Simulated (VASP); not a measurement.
Level of theory: PBE GGA, VASP's PBE PAW potentials (set 64) (plane waves; VASP).

VASP ran on this input.

**INCAR**
```
! general
SYSTEM  = TiAl
PREC    = Accurate
ENCUT   = 400   ! plane-wave cut-off (eV)
LREAL   = .FALSE.   ! projection in real space or not
LASPH   = .TRUE.

! electronic loop
EDIFF   = 1E-6   ! SCF stop (eV)
NELM    = 100   ! most electronic steps
ALGO    = Normal
LMAXMIX = 4   ! l cut-off of mixed one-centre charges

! smearing
ISMEAR  = -5   ! tetrahedra, Bloechl

! functional
GGA     = PE   ! PBE

! ions
ISIF    = 2

! output
LWAVE   = .FALSE.
LCHARG  = .FALSE.
```

KPOINTS:
```
Automatic mesh
0
Gamma
12 12 8
0 0 0
```

POSCAR:
```
TiAl
2.830
  1.0000000000   0.0000000000   0.0000000000
  0.0000000000   1.0000000000   0.0000000000
  0.0000000000   0.0000000000   1.4381625442
Ti Al
1 1
Cart
  0.0000000000   0.0000000000   0.0000000000
  0.5000000000   0.5000000000   0.7190812721
```

POTCAR, in this order: Ti_sv Al (PBE.64 set). Program: vasp_std.

### Question
What will the output report for the number of irreducible k-points (NKPTS), number of bands (NBANDS), largest plane-wave count, number of space-group operations, FFT grid (NGX, NGY, NGZ)?

### Answer

```
Property                                      Result
--------------------------------------  ------------
number of irreducible k-points (NKPTS)           140
number of bands (NBANDS)                          11
largest plane-wave count                         608
number of space-group operations                  16
FFT grid (NGX, NGY, NGZ)                18 × 18 × 28
```

The compound is TiAl in the L1_0 structure. The cell was not relaxed at this level. The run is one of a series of settings (ISMEAR = -5, SIGMA removed against the base run), some of them coarse on purpose. The electron count is odd and the run is not spin-polarised, which forces a metal.
